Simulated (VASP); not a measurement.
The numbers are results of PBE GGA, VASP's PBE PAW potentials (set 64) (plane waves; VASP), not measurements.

The input files of a VASP run:

INCAR:
```
ALGO = Normal
EDIFF = 1E-7
ENCUT = 520
GGA = PE
ISIF = 2
ISMEAR = 0
LASPH = .TRUE.
LCHARG = .FALSE.
LMAXMIX = 4
LREAL = .FALSE.
LWAVE = .FALSE.
NELM = 100
PREC = Accurate
SIGMA = 0.05
SYSTEM = ZnS
```

KPOINTS:
```
Regular mesh
0
Gamma
 8 8 8
```

**POSCAR**
```
ZnS
1
    0.0000000000     2.7506218148     2.7506218148
    2.7506218148     0.0000000000     2.7506218148
    2.7506218148     2.7506218148     0.0000000000
Zn S
1 1
Direct
  0.0000000000   0.0000000000   0.0000000000
  0.2500000000   0.2500000000   0.2500000000
```

POTCAR, in this order: Zn S (PBE.64 set). Program: vasp_std.

Output

File OUTCAR:
```
 ion  position               nearest neighbor table
   1  0.000  0.000  0.000-   2 2.38   2 2.38   2 2.38   2 2.38
   2  0.250  0.250  0.250-   1 2.38   1 2.38   1 2.38   1 2.38
  LATTYP: Found a face centered cubic cell.
 ALAT       =     5.5012436296
 Subroutine PRICEL returns:
 Original cell was already a primitive cell.
 Subroutine GETGRP returns: Found 24 space group operations
The static configuration has the point symmetry T_d .
The dynamic configuration has the point symmetry T_d .
 Subroutine INISYM returns: Found 24 space group operations
 Subroutine IBZKPT returns following result:
 Found     29 irreducible k-points:

 Following reciprocal coordinates:
            Coordinates               Weight
  0.000000  0.000000  0.000000      1.000000
  0.125000  0.000000  0.000000      8.000000
  0.250000  0.000000  0.000000      8.000000
  0.375000  0.000000  0.000000      8.000000
  0.500000  0.000000  0.000000      4.000000
  0.125000  0.125000  0.000000      6.000000
  0.250000  0.125000  0.000000     24.000000
  0.375000  0.125000  0.000000     24.000000
  0.500000  0.125000  0.000000     24.000000
 -0.375000  0.125000  0.000000     24.000000
 -0.250000  0.125000  0.000000     24.000000
 -0.125000  0.125000  0.000000     12.000000
  0.250000  0.250000  0.000000      6.000000
  0.375000  0.250000  0.000000     24.000000
  0.500000  0.250000  0.000000     24.000000
 -0.375000  0.250000  0.000000     24.000000
 -0.250000  0.250000  0.000000     12.000000
  0.375000  0.375000  0.000000      6.000000
  0.500000  0.375000  0.000000     24.000000
 -0.375000  0.375000  0.000000     12.000000
  0.500000  0.500000  0.000000      3.000000
  0.375000  0.250000  0.125000     24.000000
  0.500000  0.250000  0.125000     48.000000
 -0.375000  0.250000  0.125000     24.000000
  0.500000  0.375000  0.125000     24.000000
 -0.375000  0.375000  0.125000     48.000000
 -0.250000  0.375000  0.125000     24.000000
 -0.375000  0.500000  0.125000     12.000000
 -0.250000  0.500000  0.250000      6.000000
   k-points           NKPTS =     29   k-points in BZ     NKDIM =     29   number of bands    NBANDS=     13
   number of dos      NEDOS =    301   number of ions     NIONS =      2
   total plane-waves  NPLWV =  27000
   dimension x,y,z NGX =    30 NGY =   30 NGZ =   30
   dimension x,y,z NGXF=    60 NGYF=   60 NGZF=   60
   ions per type =               1   1
   PREC   = accura    normal or accurate (medium, high low for compatibility)
   ISTART =      0    job   : 0-new  1-cont  2-samecut
   ICHARG =      2    charge: 1-file 2-atom 10-const
   ISPIN  =      1    spin polarized calculation?
   LNONCOLLINEAR =      F non collinear calculations
   LSORBIT =      F    spin-orbit coupling
   INIWAV =      1    electr: 0-lowe 1-rand  2-diag
   ENCUT  =  520.0 eV  38.22 Ry    6.18 a.u.   7.23  7.23  7.23*2*pi/ulx,y,z
   NELM   =    100;   NELMIN=  2; NELMDL= -5     # of ELM steps
   EDIFF  = 0.1E-06   stopping-criterion for ELM
   LREAL  =      F    real-space projection
   NLSPLINE    = F    spline interpolate recip. space projectors
   LMAXMIX     =    4 max onsite mixed and CHGCAR
   VOSKOWN=      0    Vosko Wilk Nusair interpolation
   EDIFFG = 0.1E-05   stopping-criterion for IOM
   NSW    =      0    number of steps for IOM
   NBLOCK =      1;   KBLOCK =      1    inner block; outer block
   IBRION =     -1    ionic relax: 0-MD 1-quasi-New 2-CG
   NFREE  =      0    steps in history (QN), initial steepest desc. (CG)
   ISIF   =      2    stress and relaxation
   ISYM   =      2    0-nonsym 1-usesym 2-fastsym
   TEIN   =    0.0    initial temperature
   TEBEG  =    0.0;   TEEND  =   0.0 temperature during run
   SMASS  =  -3.00    Nose mass-parameter (am)
...
```

### OSZICAR
```
       N       E                     dE             d eps       ncg     rms          rms(c)
DAV:   1     0.932790147883E+02    0.93279E+02   -0.94802E+03   754   0.165E+03
DAV:   2    -0.157608254180E+00   -0.93437E+02   -0.89258E+02   804   0.292E+02
DAV:   3    -0.717431484876E+01   -0.70167E+01   -0.69777E+01   939   0.780E+01
DAV:   4    -0.727213920777E+01   -0.97824E-01   -0.97781E-01   839   0.974E+00
DAV:   5    -0.727361754752E+01   -0.14783E-02   -0.14783E-02   919   0.119E+00    0.643E+00
DAV:   6    -0.685968912589E+01    0.41393E+00   -0.95583E-01  1107   0.358E+01    0.500E+00
DAV:   7    -0.684517059481E+01    0.14519E-01   -0.31974E-01   804   0.546E+00    0.256E+00
DAV:   8    -0.684466676704E+01    0.50383E-03   -0.55229E-03   854   0.680E-01    0.730E-01
DAV:   9    -0.684499347647E+01   -0.32671E-03   -0.10118E-03   870   0.326E-01    0.129E-01
DAV:  10    -0.684513970169E+01   -0.14623E-03   -0.17698E-04   834   0.133E-01    0.610E-02
DAV:  11    -0.684516516493E+01   -0.25463E-04   -0.41170E-05   852   0.859E-02    0.918E-03
DAV:  12    -0.684516659689E+01   -0.14320E-05   -0.30769E-06   864   0.229E-02    0.629E-03
DAV:  13    -0.684516644153E+01    0.15536E-06   -0.40189E-07   904   0.155E-02    0.488E-04
DAV:  14    -0.684516644418E+01   -0.26448E-08   -0.76705E-08   567   0.264E-03
   1 F= -.68451664E+01 E0= -.68451664E+01  d E =-.443293E-12
```

### OUTCAR
```
------------------------ aborting loop because EDIFF is reached ----------------------------------------
  FORCE on cell =-STRESS in cart. coord.  units (eV):
  Direction    XX          YY          ZZ          XY          YZ          ZX
  --------------------------------------------------------------------------------------
  Total       -0.4988958     -0.4988958     -0.4988958      0.0000000      0.0000000      0.0000000
  in kB      -19.2042690    -19.2042690    -19.2042690      0.0000000      0.0000000      0.0000000
  external PRESSURE =     -19.2042690 kB  Pullay stress =       0.0000000 kB
  volume of cell :       41.62
      direct lattice vectors                 reciprocal lattice vectors
     0.000000000  2.750621815  2.750621815    -0.181777079  0.181777079  0.181777079
     2.750621815  0.000000000  2.750621815     0.181777079 -0.181777079  0.181777079
     2.750621815  2.750621815  0.000000000     0.181777079  0.181777079 -0.181777079
  FREE ENERGIE OF THE ION-ELECTRON SYSTEM (eV)
  ---------------------------------------------------
  free  energy   TOTEN  =        -6.8451664442 eV

  energy  without entropy=       -6.8451664442  energy(sigma->0) =       -6.84516644
```
(Selected blocks of OUTCAR.)

The compound is ZnS in the zinc blende structure. This cell is one point of a volume scan, at 1.03 of the reference volume.
